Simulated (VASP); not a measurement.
## LiRh: accuracy against cost in the SCF threshold and smearing

Aim: find what the SCF threshold and smearing change for LiRh, and what they cost. The atoms are off their equilibrium sites, so that forces can be compared too. The series runs use LDA. The SCF threshold tried: EDIFF = 0.01; EDIFF = 0.001; EDIFF = 1E-04; EDIFF = 1E-05; EDIFF = 1E-06; EDIFF = 1E-08. The smearing tried: ISMEAR = -1, SIGMA = 0.01; ISMEAR = -1, SIGMA = 0.05; ISMEAR = -1, SIGMA = 0.1; ISMEAR = -1, SIGMA = 0.2; ISMEAR = -1, SIGMA = 0.5; ISMEAR = 1, SIGMA = 0.01; ISMEAR = 1, SIGMA = 0.05; ISMEAR = 1, SIGMA = 0.1; ISMEAR = 1, SIGMA = 0.2; ISMEAR = 1, SIGMA = 0.5; ISMEAR = -5. The atoms of the start are displaced at random from the sites of a P-6m2 cell.

Method: LDA; plane waves and PAW (Li_sv, Rh_pv), in VASP 6.6.1.

Report form: the programs' logs are mostly left out.

## Step 1: The structure

It takes space group P1 (No. 1, triclinic). Conventional cell: a = 2.652 Å, b = 2.652 Å, c = 4.327 Å, α = 90.00°, β = 90.00°, γ = 120.00°. Nearest to Li lie 6 Rh at 2.59 to 2.70 Å and 6 Li at 2.65 Å. Nearest to Rh lie 6 Li at 2.59 to 2.70 Å and 6 Rh at 2.65 Å. Farther neighbours are not listed.

## Step 2: SCF threshold: EDIFF = 0.01

EDIFF stops the electronic loop; forces need it tighter than energies do. LDA, the lowest rung, knows the local density alone.

INCAR

```
SYSTEM = LiRh
PREC = Accurate
ENCUT = 650
EDIFF = 0.01
NELM = 100
ISMEAR = -1
SIGMA = 0.05
LREAL = .FALSE.
ALGO = Normal
GGA = CA
NBANDS = 15
LORBIT = 11
LWAVE = .FALSE.
LCHARG = .FALSE.
KPAR = 2
ISIF = 2
```

POSCAR

```
LiRh
1.0
    2.6523004602      0.0000000000      0.0000000000
   -1.3261502301      2.2969595770      0.0000000000
    0.0000000000      0.0000000000      4.3266044100
Li Rh
1 1
Direct
    0.0253420000      0.0124650000      0.4993830000
    0.6670610000      0.3275720000     -0.0083180000
```

KPOINTS

```
Automatic mesh
0
Gamma
10 10 5
0 0 0
```

PAW data sets: Li_sv and Rh_pv (PBE family, release 64).

Started as:

```console
> mpirun -np 2 vasp_std
```

Run time: 24 s. Hardware: 2 MPI ranks of Intel Xeon Platinum 8259CL at 2.50GHz (Skylake/Cascade Lake), shared host; peak memory 0.46 GiB; 45 s of CPU time.

The k-mesh is coarse for a metal. The PAW data sets were made with PBE, though LDA sets exist; this is a small mismatch.

Numbers from this step:

```yaml
scf_cycles: 9
electrons: 18
bands: 15
irreducible_k_points: 252
symmetry_operations: 1
free_energy_toten: -11.05 eV
energy_at_zero_smearing: -11.04 eV
fermi_energy: 6.362 eV
pressure: -4.506 GPa
metallic: yes
```

The series starts at -5.5184 eV an atom and -4.51 GPa, after 9 cycles in 24 s.

## Step 3: SCF threshold: EDIFF = 0.001

INCAR, as its differences from that of step 2:

```diff
@@ -3,3 +3,3 @@
 ENCUT = 650
-EDIFF = 0.01
+EDIFF = 0.001
 NELM = 100
```

POSCAR is that of step 2.

KPOINTS is that of step 2.

Started as:

```console
> mpirun -np 2 vasp_std
```

The job ended after 28 s (2 MPI ranks; peak memory 0.46 GiB).

Against the run before the energy moves by -0.06 meV an atom and the pressure by -1.78 GPa, after 10 cycles in 28 s.

## Step 4: SCF threshold: EDIFF = 1E-04

INCAR, as its differences from that of step 3:

```diff
@@ -3,3 +3,3 @@
 ENCUT = 650
-EDIFF = 0.001
+EDIFF = 1E-04
 NELM = 100
```

POSCAR is that of step 3.

KPOINTS is that of step 3.

Started as:

```console
> mpirun -np 2 vasp_std
```

Elapsed: 29 s, on 2 MPI ranks; peak memory 0.47 GiB; 55 s of CPU time.

Against the run before the energy stays within 0.01 meV an atom; the pressure moves by +0.02 GPa, after 10 cycles in 29 s.

## Step 5: SCF threshold: EDIFF = 1E-05

INCAR, as its differences from that of step 4:

```diff
@@ -3,3 +3,3 @@
 ENCUT = 650
-EDIFF = 1E-04
+EDIFF = 1E-05
 NELM = 100
```

POSCAR is that of step 4.

KPOINTS is that of step 4.

Started as:

```console
> mpirun -np 2 vasp_std
```

The job ended after 33 s (2 MPI ranks; peak memory 0.47 GiB; 62 s of CPU time).

Against the run before the energy moves by -0.01 meV an atom and the pressure by +0.37 GPa, after 11 cycles in 33 s.

## Step 6: SCF threshold: EDIFF = 1E-06

INCAR, as its differences from that of step 5:

```diff
@@ -3,3 +3,3 @@
 ENCUT = 650
-EDIFF = 1E-05
+EDIFF = 1E-06
 NELM = 100
```

POSCAR is that of step 5.

KPOINTS is that of step 5.

Started as:

```console
> mpirun -np 2 vasp_std
```

Run time: 36 s. Hardware: 2 MPI ranks; peak memory 0.47 GiB; 68 s of CPU time.

Against the run before the energy stays within 0.01 meV an atom; the pressure moves by -0.18 GPa, after 12 cycles in 36 s.

## Step 7: SCF threshold: EDIFF = 1E-08

INCAR, as its differences from that of step 6:

```diff
@@ -3,3 +3,3 @@
 ENCUT = 650
-EDIFF = 1E-06
+EDIFF = 1E-08
 NELM = 100
```

POSCAR is that of step 6.

KPOINTS is that of step 6.

Started as:

```console
> mpirun -np 2 vasp_std
```

Wall time 39 s (2 MPI ranks); peak memory 0.47 GiB.

Against the run before the energy stays within 0.01 meV an atom; the pressure moves by +0.03 GPa, after 14 cycles in 39 s.

## Step 8: The SCF threshold series as a table

This step: convergence of LDA results with the threshold; plane waves and PAW (VASP 6.6.1).

This step runs nothing: it gathers the runs above.

Differences are taken from the run with EDIFF = 1E-08. Results of the series, by row:

```
      setting     status  energy less the reference (meV/atom)  pressure (GPa)  largest force difference (meV/Å)  SCF cycles  wall time (s)
 EDIFF = 0.01  converged                                  0.07          -4.506                             3.355           9             24
EDIFF = 0.001  converged                               0.00653          -6.289                             0.409          10             28
EDIFF = 1E-04  converged                              0.005715          -6.271                             0.214          10             29
EDIFF = 1E-05  converged                               1.00e-5          -5.905                             0.037          11             33
EDIFF = 1E-06  converged                              -1.05e-4           -6.08                             0.021          12             36
EDIFF = 1E-08  converged                                     0          -6.055                                 0          14             39
```

## Step 9: Smearing: ISMEAR = -1, SIGMA = 0.01

This step: LDA; plane waves and PAW (Li_sv, Rh_pv) (VASP 6.6.1).

Smearing steadies the sum over the Fermi surface at the price of an entropy term.

INCAR, as its differences from that of step 7:

```diff
@@ -3,6 +3,6 @@
 ENCUT = 650
-EDIFF = 1E-08
+EDIFF = 1E-06
 NELM = 100
 ISMEAR = -1
-SIGMA = 0.05
+SIGMA = 0.01
 LREAL = .FALSE.
```

POSCAR is that of step 7.

KPOINTS is that of step 7.

Started as:

```console
> mpirun -np 2 vasp_std
```

Elapsed: 35 s, on 2 MPI ranks; peak memory 0.46 GiB.

This step gave:

* SCF cycles: 12
* free energy (TOTEN): -11.03 eV
* energy at zero smearing: -11.03 eV
* Fermi energy: 6.362 eV
* pressure: -6.075 GPa

The series starts at -5.5166 eV an atom and -6.07 GPa, after 12 cycles in 35 s. The entropy term T·S comes to 0.98 meV an atom in size.

## Step 10: Smearing: ISMEAR = -1, SIGMA = 0.05

INCAR, as its differences from that of step 9:

```diff
@@ -6,3 +6,3 @@
 ISMEAR = -1
-SIGMA = 0.01
+SIGMA = 0.05
 LREAL = .FALSE.
```

POSCAR is that of step 9.

KPOINTS is that of step 9.

Started as:

```console
> mpirun -np 2 vasp_std
```

Elapsed: 34 s, on 2 MPI ranks; peak memory 0.46 GiB; 65 s of CPU time.

Against the run before the energy at zero width moves by -1.96 meV an atom and the pressure by -0.01 GPa, after 12 cycles in 34 s. The entropy term T·S comes to 13.40 meV an atom in size.

## Step 11: Smearing: ISMEAR = -1, SIGMA = 0.1

INCAR, as its differences from that of step 10:

```diff
@@ -6,3 +6,3 @@
 ISMEAR = -1
-SIGMA = 0.05
+SIGMA = 0.1
 LREAL = .FALSE.
```

POSCAR is that of step 10.

KPOINTS is that of step 10.

Started as:

```console
> mpirun -np 2 vasp_std
```

Wall time 37 s (2 MPI ranks); peak memory 0.46 GiB; 70 s of CPU time.

Against the run before the energy at zero width moves by -4.30 meV an atom and the pressure by +0.16 GPa, after 12 cycles in 37 s. The entropy term T·S comes to 36.71 meV an atom in size.

## Step 12: Smearing: ISMEAR = -1, SIGMA = 0.2

INCAR, as its differences from that of step 11:

```diff
@@ -6,3 +6,3 @@
 ISMEAR = -1
-SIGMA = 0.1
+SIGMA = 0.2
 LREAL = .FALSE.
```

POSCAR is that of step 11.

KPOINTS is that of step 11.

Started as:

```console
> mpirun -np 2 vasp_std
```

Wall time 34 s (2 MPI ranks); peak memory 0.46 GiB.

Against the run before the energy at zero width moves by -10.02 meV an atom and the pressure by +0.45 GPa, after 12 cycles in 34 s. The entropy term T·S comes to 107.18 meV an atom in size.

## Step 13: Smearing: ISMEAR = -1, SIGMA = 0.5

INCAR, as its differences from that of step 12:

```diff
@@ -6,3 +6,3 @@
 ISMEAR = -1
-SIGMA = 0.2
+SIGMA = 0.5
 LREAL = .FALSE.
```

POSCAR is that of step 12.

KPOINTS is that of step 12.

Started as:

```console
> mpirun -np 2 vasp_std
```

Wall time 37 s (2 MPI ranks); peak memory 0.46 GiB; 71 s of CPU time.

Against the run before the energy at zero width moves by -19.93 meV an atom and the pressure by +3.15 GPa, after 12 cycles in 37 s. The entropy term T·S comes to 556.01 meV an atom in size.

## Step 14: Smearing: ISMEAR = 1, SIGMA = 0.01

INCAR, as its differences from that of step 13:

```diff
@@ -5,4 +5,4 @@
 NELM = 100
-ISMEAR = -1
-SIGMA = 0.5
+ISMEAR = 1
+SIGMA = 0.01
 LREAL = .FALSE.
```

POSCAR is that of step 13.

KPOINTS is that of step 13.

Started as:

```console
> mpirun -np 2 vasp_std
```

Wall time 39 s (2 MPI ranks); peak memory 0.46 GiB.

Against the first of the series the energy at zero width moves by +0.04 meV an atom and the pressure by -0.10 GPa, after 13 cycles in 39 s. The entropy term T·S comes to 0.03 meV an atom in size.

## Step 15: Smearing: ISMEAR = 1, SIGMA = 0.05

INCAR, as its differences from that of step 14:

```diff
@@ -6,3 +6,3 @@
 ISMEAR = 1
-SIGMA = 0.01
+SIGMA = 0.05
 LREAL = .FALSE.
```

POSCAR is that of step 14.

KPOINTS is that of step 14.

Started as:

```console
> mpirun -np 2 vasp_std
```

The job ended after 33 s (2 MPI ranks; peak memory 0.47 GiB; 64 s of CPU time).

Against the run before the energy at zero width moves by +0.03 meV an atom and the pressure by +0.10 GPa, after 12 cycles in 33 s. The entropy term T·S comes to 0.52 meV an atom in size.

## Step 16: Smearing: ISMEAR = 1, SIGMA = 0.1

INCAR, as its differences from that of step 15:

```diff
@@ -6,3 +6,3 @@
 ISMEAR = 1
-SIGMA = 0.05
+SIGMA = 0.1
 LREAL = .FALSE.
```

POSCAR is that of step 15.

KPOINTS is that of step 15.

Started as:

```console
> mpirun -np 2 vasp_std
```

Elapsed: 33 s, on 2 MPI ranks; peak memory 0.47 GiB.

Against the run before the energy at zero width moves by -0.25 meV an atom and the pressure by -0.09 GPa, after 12 cycles in 33 s. The entropy term T·S comes to 2.97 meV an atom in size.

## Step 17: Smearing: ISMEAR = 1, SIGMA = 0.2

INCAR, as its differences from that of step 16:

```diff
@@ -6,3 +6,3 @@
 ISMEAR = 1
-SIGMA = 0.1
+SIGMA = 0.2
 LREAL = .FALSE.
```

POSCAR is that of step 16.

KPOINTS is that of step 16.

Started as:

```console
> mpirun -np 2 vasp_std
```

The job ended after 34 s (2 MPI ranks; peak memory 0.47 GiB; 64 s of CPU time).

Against the run before the energy at zero width moves by -2.04 meV an atom and the pressure by +0.07 GPa, after 12 cycles in 34 s. The entropy term T·S comes to 6.85 meV an atom in size.

## Step 18: Smearing: ISMEAR = 1, SIGMA = 0.5

INCAR, as its differences from that of step 17:

```diff
@@ -6,3 +6,3 @@
 ISMEAR = 1
-SIGMA = 0.2
+SIGMA = 0.5
 LREAL = .FALSE.
```

POSCAR is that of step 17.

KPOINTS is that of step 17.

Started as:

```console
> mpirun -np 2 vasp_std
```

The job ended after 38 s (2 MPI ranks; peak memory 0.47 GiB).

Against the run before the energy at zero width moves by -7.47 meV an atom and the pressure by +0.02 GPa, after 12 cycles in 38 s. The entropy term T·S comes to 18.95 meV an atom in size.

## Step 19: Smearing: ISMEAR = -5

INCAR, as its differences from that of step 18:

```diff
@@ -5,4 +5,4 @@
 NELM = 100
-ISMEAR = 1
-SIGMA = 0.5
+ISMEAR = -5
+SIGMA = 0.05
 LREAL = .FALSE.
```

POSCAR is that of step 18.

KPOINTS is that of step 18.

Started as:

```console
> mpirun -np 2 vasp_std
```

Wall time 37 s (2 MPI ranks); peak memory 0.48 GiB; 71 s of CPU time.

With tetrahedra the forces and stress of a metal are not exact derivatives of the energy.

Against the first of the series the energy at zero width moves by -19.01 meV an atom and the pressure by -0.40 GPa, after 14 cycles in 37 s.

## Step 20: The smearing series as a table

This step: convergence of LDA results with the smearing; plane waves and PAW (VASP 6.6.1).

This step runs nothing: it gathers the runs above.

One cell and one 10×10×5 mesh. Free energy against width, by row:

```
Fermi-Dirac width σ (eV)  free energy less that at the narrowest width (meV/atom)
                    0.01                                                        0
                    0.05                                                    -8.17
                     0.1                                                   -24.12
                     0.2                                                   -69.38
                     0.5                                                   -313.7
```

Differences are taken from the run with ISMEAR = -1, SIGMA = 0.01. Results of the series, by row:

```
                  setting     status  energy less the reference (meV/atom)  pressure (GPa)  largest force difference (meV/Å)  SCF cycles  wall time (s)
ISMEAR = -1, SIGMA = 0.01  converged                                     0          -6.075                                 0          12             35
ISMEAR = -1, SIGMA = 0.05  converged                                -1.956           -6.08                             2.382          12             34
 ISMEAR = -1, SIGMA = 0.1  converged                                -6.257          -5.916                             3.116          12             37
 ISMEAR = -1, SIGMA = 0.2  converged                                -16.27          -5.466                             3.147          12             34
 ISMEAR = -1, SIGMA = 0.5  converged                                 -36.2          -2.315                             5.262          12             37
 ISMEAR = 1, SIGMA = 0.01  converged                               0.03608          -6.174                             1.812          13             39
 ISMEAR = 1, SIGMA = 0.05  converged                               0.06467          -6.075                             0.267          12             33
  ISMEAR = 1, SIGMA = 0.1  converged                               -0.1853          -6.165                             1.224          12             33
  ISMEAR = 1, SIGMA = 0.2  converged                                -2.224          -6.098                              2.73          12             34
  ISMEAR = 1, SIGMA = 0.5  converged                                -9.697          -6.074                             3.121          12             38
              ISMEAR = -5  converged                                -19.01          -6.478                             3.435          14             37
```

## Step 21: Summary of results

```yaml
scf_threshold_from_which_the_energy_stays_within_10_mev_atom_of_the_reference: EDIFF = 0.01
scf_threshold_from_which_the_energy_stays_within_1_mev_atom_of_the_reference: EDIFF = 0.01
scf_threshold_from_which_the_pressure_stays_within_0p2_gpa_of_the_reference: EDIFF = 1E-05
spread_of_the_pressure_over_the_scf_threshold: 1.78 GPa
spread_of_the_energy_over_the_scf_threshold: 0.0701 meV/atom
spread_of_the_pressure_over_the_smearing: 4.16 GPa
spread_of_the_energy_over_the_smearing: 36.3 meV/atom
```

What this shows: From EDIFF = 0.01 on, the energy stays within 1 meV an atom of the reference, at 62 % of its time. The pressure holds within 0.2 GPa from EDIFF = 1E-05 on. The loosest stop saves 5 of 14 cycles and costs +0.1 meV an atom, +1.55 GPa, 3.4 meV/Å in forces. The usual rule keeps the entropy term T·S under 1 meV an atom, which holds up to a width of 0.01 eV for Fermi-Dirac and 0.05 eV for first-order Methfessel-Paxton. That rule is made for Methfessel-Paxton; with the other schemes the zero-width estimate is the energy to use. Farthest in energy from the narrowest smearing lies ISMEAR = -1, SIGMA = 0.5 (-36.2 meV an atom, +3.76 GPa, 5.3 meV/Å in forces). On a fixed mesh a narrow width is not the exact answer for a metal: it samples the Fermi surface more noisily.

[Lines on the potential files, build, host, timing and source positions are cut from VASP's logs without a mark.]

[Logs are printed without paths, hosts, clocks, repeated set-up lines and the standing remarks that a program may print on its own settings, such as how far it seeks lower states.]

[Hosts, paths, dates, database ids (printed as entryN), source tags and the programs' standing remarks are cut or masked in the printed files.]

[A measured line is paired with the nearest computed mode of its activity, which favours agreement.]
